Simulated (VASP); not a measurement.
```yaml
crystal:
  lattice:
    - [0.00000, 2.96352, 2.96352]
    - [2.96352, 0.00000, 2.96352]
    - [2.96352, 2.96352, 0.00000]
  atoms:
    - { symbol: Pb, position: [0.00000, 0.00000, 0.00000] }
    - { symbol: S, position: [0.50000, 0.50000, 0.50000] }
```

Method: TPSS meta-GGA, VASP's PBE PAW potentials (set 64) (plane waves; VASP 6.6.1). Run with 520 eV cut-off, 8×8×8 Γ-centred mesh, Gaussian smearing of 0.050 eV, potentials Pb_d S.

Unless said otherwise, spin-orbit coupling is left out, though it shifts the bands of the heavy elements here.

Problem. What does the run give for the energy per atom (σ→0), pressure, band gap (on the k-mesh) with the smallest direct gap where there is one?

Solution. 
The band gap (on the k-mesh) is 0.35 eV and the smallest direct gap (on the k-mesh) is 0.35 eV. The energy per atom (σ→0) is -6.671 eV/atom and the pressure is 18.7 kbar.

The absolute energy has meaning only against runs of the same code, potentials and settings.

The compound is PbS in the rock salt structure. This cell is one point of a volume scan, at 0.97 of the reference volume.
